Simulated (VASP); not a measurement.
Data:

```
CELL_PARAMETERS angstrom
      0.00000     3.31834     3.31834
      3.31834     0.00000     3.31834
      3.31834     3.31834     0.00000
ATOMIC_POSITIONS crystal
  Hg 0.00000 0.00000 0.00000
  Te 0.25000 0.25000 0.25000
```

The numbers are results of optB88-vdW, VASP's PBE PAW potentials (set 64) (plane waves; VASP), not measurements. Settings: 520 eV cut-off, 10×10×10 Γ-centred mesh, first-order Methfessel-Paxton smearing of 0.10 eV, potentials Hg Te.

**Question.** The job: HgTe (zinc blende), 2 atoms, optB88-vdW, static run, 520 eV, 10×10×10 Γ-centred mesh. Roughly how much core time does it take on a busy server core?

**Answer.** About 80 core-seconds (one run on a shared machine, a rough figure). It had 47 irreducible k-points, 13 bands, up to 1989 plane waves and 13 electronic steps.

The compound is HgTe in the zinc blende structure. It was relaxed first, which changed the volume by +8 %.
